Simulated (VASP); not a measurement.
Output of a VASP run:

**OSZICAR**
```
       N       E                     dE             d eps       ncg     rms          rms(c)
DAV:   1     0.112255796158E+03    0.11226E+03   -0.75182E+03  1728   0.113E+03
DAV:   2    -0.921390330727E+01   -0.12147E+03   -0.11559E+03  2060   0.309E+02
DAV:   3    -0.142734491962E+02   -0.50595E+01   -0.50294E+01  2176   0.661E+01
DAV:   4    -0.144475474263E+02   -0.17410E+00   -0.17396E+00  2492   0.109E+01
DAV:   5    -0.144493294617E+02   -0.17820E-02   -0.17820E-02  2112   0.115E+00    0.846E+00
DAV:   6    -0.127900900294E+02    0.16592E+01   -0.80505E+00  1992   0.269E+01    0.345E+00
DAV:   7    -0.127617564232E+02    0.28334E-01   -0.62654E-01  2380   0.777E+00    0.173E+00
DAV:   8    -0.127602044692E+02    0.15520E-02   -0.74151E-02  1928   0.312E+00    0.408E-01
DAV:   9    -0.127583195886E+02    0.18849E-02   -0.22591E-02  2164   0.130E+00    0.130E-01
DAV:  10    -0.127587061304E+02   -0.38654E-03   -0.19398E-03  1868   0.450E-01    0.249E-02
DAV:  11    -0.127587654175E+02   -0.59287E-04   -0.30423E-04  2392   0.149E-01    0.279E-02
DAV:  12    -0.127587526027E+02    0.12815E-04   -0.52248E-05  2032   0.820E-02    0.389E-03
DAV:  13    -0.127587523714E+02    0.23124E-06   -0.37221E-06  2192   0.191E-02
   1 F= -.12758752E+02 E0= -.12758752E+02  d E =-.150288E-12
```

### OUTCAR
```
------------------------ aborting loop because EDIFF is reached ----------------------------------------
  FORCE on cell =-STRESS in cart. coord.  units (eV):
  Direction    XX          YY          ZZ          XY          YZ          ZX
  --------------------------------------------------------------------------------------
  Total        1.1045029      1.1045029      1.1045029      0.0000000      0.0000000     -0.0000000
  in kB       67.8066041     67.8066041     67.8066041      0.0000000      0.0000000     -0.0000000
  external PRESSURE =      67.8066041 kB  Pullay stress =       0.0000000 kB
  volume of cell :       26.10
      direct lattice vectors                 reciprocal lattice vectors
     0.000000000  2.354282000  2.354282000    -0.212378976  0.212378976  0.212378976
     2.354282000  0.000000000  2.354282000     0.212378976 -0.212378976  0.212378976
     2.354282000  2.354282000  0.000000000     0.212378976  0.212378976 -0.212378976
  FREE ENERGIE OF THE ION-ELECTRON SYSTEM (eV)
  ---------------------------------------------------
  free  energy   TOTEN  =       -12.7587523714 eV

  energy  without entropy=      -12.7587523714  energy(sigma->0) =      -12.75875237
```
(Selected blocks of OUTCAR.)

### POSCAR
```
CaO
1
    0.0000000000     2.3542820000     2.3542820000
    2.3542820000     0.0000000000     2.3542820000
    2.3542820000     2.3542820000     0.0000000000
Ca O
1 1
Direct
  0.0000000000   0.0000000000   0.0000000000
  0.5000000000   0.5000000000   0.5000000000
```

Task: Reconstruct the remaining input files.

Result: This is not unique; one that fits is the input of the run itself, PBE GGA, plane waves, VASP's PBE PAW potentials (set 64).

KPOINTS:
```
Automatic mesh
0
Gamma
12 12 12
0 0 0
```

INCAR:
```
! general
SYSTEM  =  CaO
PREC    =  Accurate
ENCUT   =  400
LREAL   =  F
LASPH   =  T

! electronic loop
EDIFF   =  1E-6
NELM    =  100
ALGO    =  Normal

! smearing
ISMEAR  =  -1
SIGMA   =  0.02

! functional
GGA     =  PE

! ions
ISIF    =  2

! output
LWAVE   =  F
LCHARG  =  F
```

POTCAR, in this order: Ca_sv O (PBE.64 set). Program: vasp_std.

At this cut-off the stress carries a Pulay error, which pulls relaxed volumes low.

The structure comes from a computed database's CaO entry; how it stands against other phases isn't given here. The cell was not relaxed at this level.
